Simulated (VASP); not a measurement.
OSZICAR of a VASP run on C$_{37}$Si$_{35}$:

File OSZICAR:
```
       N       E                     dE             d eps       ncg     rms          rms(c)
DAV:   1    -0.610565894087E+03   -0.61057E+03   -0.11358E+01   728   0.786E+00    0.154E+01
DAV:   2    -0.610640524167E+03   -0.74630E-01   -0.29589E-01   796   0.117E+00    0.112E+01
DAV:   3    -0.610621663401E+03    0.18861E-01   -0.14267E-02   832   0.266E-01    0.658E+00
DAV:   4    -0.610614937016E+03    0.67264E-02   -0.41245E-03   804   0.132E-01    0.379E+00
DAV:   5    -0.610612820258E+03    0.21168E-02   -0.11610E-03   804   0.721E-02    0.216E+00
DAV:   6    -0.610612129467E+03    0.69079E-03   -0.30985E-04   796   0.402E-02    0.123E+00
DAV:   7    -0.610611906516E+03    0.22295E-03   -0.93875E-05   804   0.231E-02    0.697E-01
DAV:   8    -0.610611836421E+03    0.70094E-04   -0.23197E-05   482   0.125E-02    0.403E-01
DAV:   9    -0.610611815772E+03    0.20650E-04   -0.11389E-05   452   0.939E-03    0.229E-01
DAV:  10    -0.610611810714E+03    0.50581E-05   -0.32503E-06   436   0.501E-03
   1 F= -.61061181E+03 E0= -.61061181E+03  d E =-.212776E-12  mag=     1.0000
```

Which electronic solver shows in the log?

It is blocked Davidson (ALGO = Normal, or the opening steps of other solvers). The INCAR had ALGO = Normal.

How was spin treated?

Collinear spin (ISPIN = 2): the summary line carries one mag value, 1.00 μB in the cell.

Can the final energy be trusted as converged?

The calculation finished and met its thresholds. It stopped with EDIFF = 1E-5, NELM = 50 (HSE06 screened hybrid, plane waves, VASP's PBE PAW potentials (set 64)).  The cell is charged, with a uniform compensating background. The supercell is sampled at Γ alone, which is coarse: total energies, pressure and levels can be off, energies of defects by several tenths of an eV.

The cell is a supercell with a defect, built from SiC (4h): C_Si, charge -1. The cell's shape comes from a PBE relaxation. The total moment is imposed (NUPDOWN), so this need not be the lowest spin state.
